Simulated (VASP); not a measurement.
A convergence study with VASP on Cu₂O (cuprite): a few settings are varied, all else stays as given below, so the limit is that of these other settings. The cell's lengths are 1 % over those of the tabulated start and one atom is moved, so it is off equilibrium.

```
Cu2O
1.0
    4.31270     0.00000     0.00000
    0.00000     4.31270     0.00000
    0.00000     0.00000     4.31270
Cu O
4 2
Cartesian
  3.23453   1.07818   3.23453
  1.07818   3.23453   3.23453
  3.23453   3.23453   1.07818
  1.07818   1.07818   1.07818
  0.00000   0.00000   0.00000
  2.21695   2.15635   2.15635
```

The numbers are results of LDA (Ceperley-Alder, Perdew-Zunger), VASP's LDA PAW potentials (set 64) (plane waves; VASP), not measurements. The last row used: 900 eV cut-off, 4×4×4 Γ-centred mesh, Gaussian smearing of 0.050 eV, potentials Cu O_h.

Energies of different potentials or hybrids have different zeros.

```json
[
 {"setting": "ENCUT = 300, POTCAR Cu O", "E (eV/atom)": "-5.4292", "pressure (GPa)": "-30.98", "largest force (eV/Å)": "0.915", "plane waves": "968"},
 {"setting": "ENCUT = 520, POTCAR Cu O", "E (eV/atom)": "-5.3818", "pressure (GPa)": "-10.87", "largest force (eV/Å)": "0.897", "plane waves": "2176"},
 {"setting": "ENCUT = 900, POTCAR Cu O", "E (eV/atom)": "-5.3841", "pressure (GPa)": "-10.77", "largest force (eV/Å)": "0.894", "plane waves": "4950"},
 {"setting": "ENCUT = 300, POTCAR Cu_pv O", "E (eV/atom)": "-5.1771", "pressure (GPa)": "-115.56", "largest force (eV/Å)": "0.928", "plane waves": "968"},
 {"setting": "ENCUT = 400, POTCAR Cu_pv O", "E (eV/atom)": "-5.4063", "pressure (GPa)": "-14.86", "largest force (eV/Å)": "0.890", "plane waves": "1472"},
 {"setting": "ENCUT = 520, POTCAR Cu_pv O", "E (eV/atom)": "-5.3974", "pressure (GPa)": "-12.45", "largest force (eV/Å)": "0.889", "plane waves": "2176"},
 {"setting": "ENCUT = 700, POTCAR Cu_pv O", "E (eV/atom)": "-5.3993", "pressure (GPa)": "-11.20", "largest force (eV/Å)": "0.889", "plane waves": "3407"},
 {"setting": "ENCUT = 900, POTCAR Cu_pv O", "E (eV/atom)": "-5.3994", "pressure (GPa)": "-11.10", "largest force (eV/Å)": "0.888", "plane waves": "4950"},
 {"setting": "ENCUT = 300, POTCAR Cu O_s", "E (eV/atom)": "-5.3780", "pressure (GPa)": "-12.77", "largest force (eV/Å)": "0.920", "plane waves": "968"},
 {"setting": "ENCUT = 400, POTCAR Cu O_s", "E (eV/atom)": "-5.3787", "pressure (GPa)": "-11.09", "largest force (eV/Å)": "0.917", "plane waves": "1472"},
 {"setting": "ENCUT = 520, POTCAR Cu O_s", "E (eV/atom)": "-5.3789", "pressure (GPa)": "-10.63", "largest force (eV/Å)": "0.913", "plane waves": "2176"},
 {"setting": "ENCUT = 700, POTCAR Cu O_s", "E (eV/atom)": "-5.3791", "pressure (GPa)": "-10.54", "largest force (eV/Å)": "0.913", "plane waves": "3407"},
 {"setting": "ENCUT = 900, POTCAR Cu O_s", "E (eV/atom)": "-5.3793", "pressure (GPa)": "-10.48", "largest force (eV/Å)": "0.913", "plane waves": "4950"},
 {"setting": "ENCUT = 300, POTCAR Cu O_h", "E (eV/atom)": "-4.8793", "pressure (GPa)": "-112.74", "largest force (eV/Å)": "1.051", "plane waves": "968"},
 {"setting": "ENCUT = 400, POTCAR Cu O_h", "E (eV/atom)": "-5.0259", "pressure (GPa)": "-77.45", "largest force (eV/Å)": "0.787", "plane waves": "1472"},
 {"setting": "ENCUT = 520, POTCAR Cu O_h", "E (eV/atom)": "-5.2911", "pressure (GPa)": "-39.72", "largest force (eV/Å)": "0.852", "plane waves": "2176"},
 {"setting": "ENCUT = 700, POTCAR Cu O_h", "E (eV/atom)": "-5.3761", "pressure (GPa)": "-16.04", "largest force (eV/Å)": "0.885", "plane waves": "3407"},
 {"setting": "ENCUT = 900, POTCAR Cu O_h", "E (eV/atom)": "-5.3843", "pressure (GPa)": "-11.01", "largest force (eV/Å)": "0.891", "plane waves": "4950"}
]
```

Left out are rungs that failed or repeat a setting and relaxations that didn't move; long series are thinned to 24 rows.

The compound is Cu2O in the cuprite structure. The cell was not relaxed at this level, it is distorted from the ideal structure.
